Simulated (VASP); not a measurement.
Set up this calculation in VASP 6.6.1, as the native input.

| Item | Value |
| --- | --- |
| Task | single point |
| Functional | PBE |
| Potentials or basis | VASP PAW PBE potentials, release 64 (Ba_sv, Cu, S, O) |
| Cutoff | 520 eV |
| k mesh | 6 × 6 × 3 |
| Occupations | methfessel-paxton, width 0.05 eV |
| Spin | no spin polarisation |
| Dipole correction | no |
| Further INCAR settings | ALGO = Fast; EDIFF = 1e-07; NBANDS = 34 |

The structure of Ba2CuSO2 lies in POSCAR:

```
Ba2CuSO2
1.0
    3.9951740000      0.0000000000      0.0000000000
    0.0000000000      3.9951740000      0.0000000000
    0.0000000000      0.0000000000      7.4000870000
Ba Cu S O
2 1 1 2
Direct
    0.5000000000      0.5000000000      0.7574590000
    0.5000000000      0.5000000000      0.2425410000
    0.0000000000      0.0000000000      0.5000000000
    0.0000000000      0.0000000000      0.0000000000
    0.0000000000      0.5000000000      0.5000000000
    0.5000000000      0.0000000000      0.5000000000
```

The cell comes from a database or a generator and needn't be the stable form of this composition.

These files were run (other wordings do the same):

INCAR

```
  ALGO = Fast
  EDIFF = 1E-7
  ENCUT = 520
  GGA = PE
  ISIF = 2
  ISMEAR = 1
  LASPH = T
  LCHARG = T
  LELF = T
  LREAL = F
  LVHAR = T
  LWAVE = F
  NBANDS = 34
  NELM = 100
  PREC = Accurate
  SIGMA = 0.05
```

KPOINTS

```
k-points
0
Gamma
  6 6 3
```

Potentials or basis: VASP PAW PBE potentials, release 64 (Ba_sv, Cu, S, O).

The run is started by

```bash
$ cat potpaw_PBE.64/Ba_sv/POTCAR potpaw_PBE.64/Cu/POTCAR potpaw_PBE.64/S/POTCAR potpaw_PBE.64/O/POTCAR > POTCAR
$ mpirun -np 1 vasp_std > vasp.out
```

Results of the run:

```yaml
Pressure: 0.9 GPa
Largest_force: 0.131 eV/Å
Band_gap_on_the_k_mesh: none (metal or under the smearing width)
```

Caveat: an odd number of electrons without spin polarisation forces a metal; a magnetic or distorted state may lie lower; the run has no spin polarisation, though such a crystal can be magnetic; semilocal functionals often make such compounds metallic where correlation or magnetic order opens a gap, which also shifts bond lengths.

It took 2.4 min on 1 thread of AMD EPYC 9R45 96-Core Processor (Zen 5), on a shared host, peak memory 0.24 GiB.
